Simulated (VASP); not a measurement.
Crystal: Cs2H.

```
Cs H
1.0
     5.54720    0.00000    0.00000
    -2.77360    4.80402    0.00000
     0.00000    0.00000    4.52300
Cs H
2 1
Direct
  0.33333 0.66667 0.50000
  0.66667 0.33333 0.50000
  0.00000 0.00000 0.50000
```

The cell was built by a generator and needn't be a form met in nature.

| Property | Result |
| --- | --- |
| Program | VASP 6.6.1 |
| Task | relaxation of cell and atoms |
| Functional | PBE |
| Potentials or basis | VASP PAW PBE potentials, release 64 (Cs_sv, H) |
| Cutoff | 600 eV |
| k mesh | 6 × 6 × 6 |
| Occupations | gaussian, width 0.05 eV |
| Spin | no spin polarisation |

At the start: pressure 4.1 GPa; volume 40.18 Å³/atom.

Where does the relaxation end?

Over 11 steps the energy falls by 190.9 meV/atom and the volume is 63.60 Å³/atom (+58.3 %); space group P6/mmm (No. 191, to 0.05 Å).

The path:
```csv
step,energy change (eV),largest force (eV/Å),pressure (GPa),volume (Å³)
1,0.0000,0.0000,4.13,120.53
2,-0.3664,0.0000,1.67,139.40
3,-0.4718,0.0000,0.83,153.19
4,-0.5083,0.0000,0.04,183.09
5,-0.5161,0.0000,0.27,173.44
6,-0.5406,0.0000,0.16,178.06
7,-0.5693,0.0000,-0.03,189.69
8,-0.5711,0.0000,-0.06,192.81
9,-0.5713,0.0000,-0.07,194.59
10,-0.5723,0.0000,-0.04,192.65
11,-0.5726,0.0000,0.00,190.80
```

Final structure:
```
Cs H
1.0
     6.48129    0.00000    0.00000
    -3.24064    5.61296    0.00000
     0.00000    0.00000    5.24481
Cs H
2 1
Cartesian
  0.0000 3.7420 2.6224
  3.2406 1.8710 2.6224
  0.0000 0.0000 2.6224
```

Caveat: the volume moved by over 15 % at a fixed basis, so the end points are rough.
